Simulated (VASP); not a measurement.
An input for Ansatz (written as the equivalent of a VASP run, and not itself run):

Ansatz 0.2 input:
```yaml
crystal:
  lattice:
    - [0.0000000, 3.2838790, 3.2838790]
    - [3.2838790, 0.0000000, 3.2838790]
    - [3.2838790, 3.2838790, 0.0000000]
  atoms:
    - { symbol: Te, position: [0.5000000, 0.5000000, 0.5000000] }
    - { symbol: Pb, position: [0.0000000, 0.0000000, 0.0000000] }
kpoints:
  mp_grid: { grid: [6, 6, 6] }
hamiltonian:
  xc: pbe
  pseudopotentials: { kind: paw }
scf:
  occupations: { method: gaussian, width: 0.05 }
  max_iter: 100
relax:
  max_steps: 60
  f_tol: 0.01
  cell: {}
output: { forces: true, stress: true, eigenvalues: true }
```

Q: Write the VASP files for the same calculation (PBE).

A: Several could match; the one computed here: 
### KPOINTS
```
Automatic
0
Gamma
6 6 6
0 0 0
```

**POSCAR**
```
PbTe
1.0
  0.0000000000   3.2838789758   3.2838789758
  3.2838789758   0.0000000000   3.2838789758
  3.2838789758   3.2838789758   0.0000000000
Te Pb
1 1
Cartesian
  3.2838789758   3.2838789758   3.2838789758
  0.0000000000   0.0000000000   0.0000000000
```

**INCAR**
```
# general
SYSTEM =PbTe
PREC   =Accurate
ENCUT  =480
LREAL  =.FALSE.
LASPH  =.TRUE.

# electronic loop
EDIFF  =1E-6
NELM   =100
ALGO   =Normal
LMAXMIX=4

# smearing
ISMEAR =0
SIGMA  =0.05

# functional
GGA    =PE

# ions
IBRION =2
NSW    =60
ISIF   =3
EDIFFG =-0.01

# output
LWAVE  =.FALSE.
LCHARG =.FALSE.
```

POTCAR, in this order: Te Pb_d (PBE.64 set). Program: vasp_std.

Limits of the translation: each code has its own PAW files, so the cut-off isn't converted (ENCUT is set for VASP's; basis.ecutwfc is left out, and Ansatz then takes the one that its files recommend); Ansatz stops its SCF on the density residual and VASP on the energy change (EDIFF).

The compound is PbTe in the rock salt structure. It was relaxed first, which changed the volume by +5 %. The start is the result of an earlier pass.
